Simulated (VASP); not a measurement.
OSZICAR of a VASP run on Bi (a7):

### OSZICAR
```
...
DAV:   7    -0.117004913636E+03   -0.32878E-04   -0.45561E-05  3233   0.674E-02    0.193E-03
DAV:   8    -0.117004919136E+03   -0.55003E-05   -0.85700E-06  2596   0.333E-02    0.989E-04
DAV:   9    -0.117004921381E+03   -0.22446E-05   -0.10732E-06  2395   0.131E-02    0.469E-04
DAV:  10    -0.117004920880E+03    0.50091E-06   -0.26659E-07  1675   0.702E-03
   4 F= -.11700492E+03 E0= -.11700511E+03  d E =-.142184E-02
       N       E                     dE             d eps       ncg     rms          rms(c)
DAV:   1    -0.117040777728E+03   -0.35856E-01   -0.45314E+00  3852   0.188E+01    0.117E+00
DAV:   2    -0.117019645506E+03    0.21132E-01   -0.18376E-01  4049   0.563E+00    0.690E-01
DAV:   3    -0.116997908809E+03    0.21737E-01   -0.51357E-02  3765   0.372E+00    0.103E-01
DAV:   4    -0.116999283657E+03   -0.13748E-02   -0.35926E-02  3230   0.188E+00    0.789E-02
DAV:   5    -0.117006995953E+03   -0.77123E-02   -0.50319E-03  3230   0.550E-01    0.383E-02
DAV:   6    -0.117006773047E+03    0.22291E-03   -0.29731E-04  3744   0.186E-01    0.164E-02
DAV:   7    -0.117007173010E+03   -0.39996E-03   -0.41347E-04  3241   0.196E-01    0.632E-03
DAV:   8    -0.117007192110E+03   -0.19100E-04   -0.44311E-05  3444   0.762E-02    0.282E-03
DAV:   9    -0.117007203783E+03   -0.11673E-04   -0.66377E-06  2613   0.316E-02    0.123E-03
DAV:  10    -0.117007198854E+03    0.49284E-05   -0.23668E-06  2559   0.179E-02    0.428E-04
DAV:  11    -0.117007204221E+03   -0.53668E-05   -0.15077E-06  2518   0.154E-02    0.370E-04
DAV:  12    -0.117007204308E+03   -0.86856E-07   -0.71051E-08  1693   0.420E-03
   5 F= -.11700720E+03 E0= -.11700724E+03  d E =-.370527E-02
       N       E                     dE             d eps       ncg     rms          rms(c)
DAV:   1    -0.117009904292E+03   -0.27001E-02   -0.33658E-01  3926   0.497E+00    0.320E-01
DAV:   2    -0.117008212015E+03    0.16923E-02   -0.13022E-02  4138   0.166E+00    0.188E-01
DAV:   3    -0.117006650623E+03    0.15614E-02   -0.36916E-03  3748   0.106E+00    0.271E-02
DAV:   4    -0.117006610076E+03    0.40547E-04   -0.29891E-03  3233   0.550E-01    0.223E-02
DAV:   5    -0.117007264401E+03   -0.65433E-03   -0.31741E-04  3236   0.138E-01    0.125E-02
DAV:   6    -0.117007295893E+03   -0.31491E-04   -0.24699E-05  3557   0.536E-02    0.466E-03
DAV:   7    -0.117007322214E+03   -0.26322E-04   -0.33229E-05  3236   0.572E-02    0.136E-03
DAV:   8    -0.117007325951E+03   -0.37363E-05   -0.58669E-06  2553   0.256E-02    0.778E-04
DAV:   9    -0.117007327497E+03   -0.15469E-05   -0.65955E-07  2142   0.100E-02    0.405E-04
DAV:  10    -0.117007327013E+03    0.48482E-06   -0.20536E-07  1648   0.600E-03
   6 F= -.11700733E+03 E0= -.11700732E+03  d E =-.382797E-02
       N       E                     dE             d eps       ncg     rms          rms(c)
DAV:   1    -0.117007365043E+03   -0.37545E-04   -0.45632E-03  4006   0.573E-01    0.374E-02
DAV:   2    -0.117007340639E+03    0.24404E-04   -0.16298E-04  4194   0.195E-01    0.219E-02
DAV:   3    -0.117007319121E+03    0.21518E-04   -0.50216E-05  3680   0.124E-01    0.334E-03
DAV:   4    -0.117007315923E+03    0.31974E-05   -0.44826E-05  3230   0.662E-02    0.266E-03
DAV:   5    -0.117007327498E+03   -0.11574E-04   -0.50525E-06  2556   0.179E-02    0.133E-03
DAV:   6    -0.117007328210E+03   -0.71236E-06   -0.51193E-07  1639   0.741E-03
   7 F= -.11700733E+03 E0= -.11700732E+03  d E =-.382917E-02
       N       E                     dE             d eps       ncg     rms          rms(c)
DAV:   1    -0.117013801072E+03   -0.64736E-02   -0.23433E-01  3506   0.746E+00    0.428E-01
DAV:   2    -0.117008347565E+03    0.54535E-02   -0.13340E-02  3497   0.176E+00    0.180E-01
DAV:   3    -0.117007080870E+03    0.12667E-02   -0.56728E-03  4143   0.110E+00    0.182E-02
DAV:   4    -0.117007153166E+03   -0.72297E-04   -0.79255E-04  3230   0.225E-01    0.128E-02
DAV:   5    -0.117007180096E+03   -0.26930E-04   -0.17949E-05  3572   0.360E-02    0.126E-02
DAV:   6    -0.117007157612E+03    0.22485E-04   -0.21767E-06  2628   0.140E-02    0.130E-02
DAV:   7    -0.117007309663E+03   -0.15205E-03   -0.18373E-04  3230   0.148E-01    0.159E-02
DAV:   8    -0.117007320136E+03   -0.10474E-04   -0.10258E-05  2582   0.249E-02    0.133E-02
DAV:   9    -0.117007320044E+03    0.91690E-07   -0.57847E-07  1828   0.935E-03
   8 F= -.11700732E+03 E0= -.11700731E+03  d E =0.816544E-05
       N       E                     dE             d eps       ncg     rms          rms(c)
DAV:   1    -0.117011299219E+03   -0.39791E-02   -0.13890E-01  3506   0.569E+00    0.333E-01
DAV:   2    -0.117007939620E+03    0.33596E-02   -0.81380E-03  3497   0.137E+00    0.139E-01
DAV:   3    -0.117007187096E+03    0.75252E-03   -0.34075E-03  4154   0.859E-01    0.140E-02
DAV:   4    -0.117007248356E+03   -0.61259E-04   -0.47283E-04  3230   0.176E-01    0.997E-03
DAV:   5    -0.117007270973E+03   -0.22617E-04   -0.10885E-05  3457   0.284E-02    0.977E-03
DAV:   6    -0.117007261802E+03    0.91708E-05   -0.80953E-07  1789   0.880E-03    0.101E-02
DAV:   7    -0.117007346252E+03   -0.84450E-04   -0.81740E-05  3230   0.956E-02    0.683E-03
DAV:   8    -0.117007352128E+03   -0.58768E-05   -0.57195E-06  2556   0.189E-02    0.544E-03
DAV:   9    -0.117007352484E+03   -0.35584E-06   -0.35591E-07  1717   0.759E-03
   9 F= -.11700735E+03 E0= -.11700734E+03  d E =-.242744E-04
       N       E                     dE             d eps       ncg     rms          rms(c)
DAV:   1    -0.117007663029E+03   -0.31090E-03   -0.10577E-02  3503   0.158E+00    0.914E-02
DAV:   2    -0.117007411711E+03    0.25132E-03   -0.61697E-04  3497   0.378E-01    0.382E-02
DAV:   3    -0.117007351450E+03    0.60260E-04   -0.26241E-04  4167   0.239E-01    0.387E-03
DAV:   4    -0.117007354470E+03   -0.30195E-05   -0.39594E-05  3230   0.528E-02    0.282E-03
DAV:   5    -0.117007357133E+03   -0.26635E-05   -0.79353E-07  2036   0.810E-03    0.275E-03
DAV:   6    -0.117007357243E+03   -0.10919E-06   -0.86918E-08  1615   0.377E-03
  10 F= -.11700736E+03 E0= -.11700735E+03  d E =-.290327E-04
       N       E                     dE             d eps       ncg     rms          rms(c)
DAV:   1    -0.117007849879E+03   -0.49275E-03   -0.18316E-02  3506   0.208E+00    0.118E-01
DAV:   2    -0.117007438543E+03    0.41134E-03   -0.10480E-03  3494   0.492E-01    0.497E-02
DAV:   3    -0.117007345688E+03    0.92855E-04   -0.43794E-04  4088   0.308E-01    0.583E-03
DAV:   4    -0.117007349950E+03   -0.42616E-05   -0.38384E-05  3230   0.490E-02    0.385E-03
DAV:   5    -0.117007344682E+03    0.52682E-05   -0.15327E-06  2770   0.110E-02    0.437E-03
DAV:   6    -0.117007352357E+03   -0.76753E-05   -0.61039E-06  2559   0.198E-02    0.203E-03
DAV:   7    -0.117007353287E+03   -0.93036E-06   -0.62491E-07  1654   0.101E-02
  11 F= -.11700735E+03 E0= -.11700734E+03  d E =-.250775E-04
       N       E                     dE             d eps       ncg     rms          rms(c)
DAV:   1    -0.117007361715E+03   -0.93585E-05   -0.20223E-04  3512   0.217E-01    0.124E-02
DAV:   2    -0.117007356662E+03    0.50539E-05   -0.11714E-05  2993   0.524E-02    0.519E-03
DAV:   3    -0.117007355717E+03    0.94477E-06   -0.42777E-06  3161   0.303E-02
  12 F= -.11700736E+03 E0= -.11700734E+03  d E =-.275069E-04
       N       E                     dE             d eps       ncg     rms          rms(c)
DAV:   1    -0.117007464076E+03   -0.10741E-03   -0.37140E-03  3506   0.934E-01    0.539E-02
DAV:   2    -0.117007376468E+03    0.87608E-04   -0.21156E-04  3497   0.221E-01    0.227E-02
DAV:   3    -0.117007357736E+03    0.18733E-04   -0.91872E-05  4092   0.141E-01    0.246E-03
DAV:   4    -0.117007360289E+03   -0.25533E-05   -0.10965E-05  3150   0.271E-02    0.162E-03
DAV:   5    -0.117007359609E+03    0.67968E-06   -0.26562E-07  1651   0.511E-03
  13 F= -.11700736E+03 E0= -.11700735E+03  d E =-.313992E-04
       N       E                     dE             d eps       ncg     rms          rms(c)
DAV:   1    -0.117007391902E+03   -0.31613E-04   -0.95125E-04  3509   0.472E-01    0.278E-02
DAV:   2    -0.117007367287E+03    0.24615E-04   -0.61773E-05  3509   0.118E-01    0.117E-02
DAV:   3    -0.117007362728E+03    0.45581E-05   -0.25758E-05  4135   0.741E-02    0.141E-03
DAV:   4    -0.117007363387E+03   -0.65824E-06   -0.71979E-07  1615   0.803E-03
  14 F= -.11700736E+03 E0= -.11700735E+03  d E =-.351768E-04
       N       E                     dE             d eps       ncg     rms          rms(c)
DAV:   1    -0.117007367175E+03   -0.44461E-05   -0.13312E-04  3494   0.175E-01    0.988E-03
DAV:   2    -0.117007364085E+03    0.30900E-05   -0.80522E-06  3368   0.432E-02    0.397E-03
DAV:   3    -0.117007363168E+03    0.91631E-06   -0.30563E-06  1802   0.262E-02
  15 F= -.11700736E+03 E0= -.11700735E+03  d E =-.349584E-04
       N       E                     dE             d eps       ncg     rms          rms(c)
DAV:   1    -0.117007281295E+03    0.82789E-04   -0.35704E-02  3557   0.149E+00    0.496E-02
DAV:   2    -0.117007371614E+03   -0.90318E-04   -0.14793E-03  4140   0.383E-01    0.295E-02
DAV:   3    -0.117007317907E+03    0.53706E-04   -0.33499E-04  3263   0.231E-01    0.749E-03
DAV:   4    -0.117007372567E+03   -0.54660E-04   -0.10871E-04  3230   0.979E-02    0.429E-03
DAV:   5    -0.117007375476E+03   -0.29082E-05   -0.14046E-05  3236   0.351E-02    0.248E-03
DAV:   6    -0.117007377943E+03   -0.24671E-05   -0.45148E-06  2556   0.209E-02    0.706E-04
DAV:   7    -0.117007378475E+03   -0.53208E-06   -0.12923E-06  2428   0.134E-02
  16 F= -.11700738E+03 E0= -.11700737E+03  d E =-.153064E-04
```

Question: Which electronic solver shows in the log?

Answer: It is blocked Davidson (ALGO = Normal, or the opening steps of other solvers). The INCAR had ALGO = Normal.

Question: Can the final energy be trusted as converged?

Answer: Self-consistency was reached. It stopped with EDIFF = 1E-6, NELM = 100, NSW = 60 and EDIFFG = -0.01 after 16 ionic steps (r2SCAN meta-GGA, plane waves, VASP's PBE PAW potentials (set 64)). Energy and stress use the plane-wave basis of the starting cell.

The compound is Bi in the a7 structure. This run relaxes it. Symmetry was kept, so distortions that lower it aren't found.
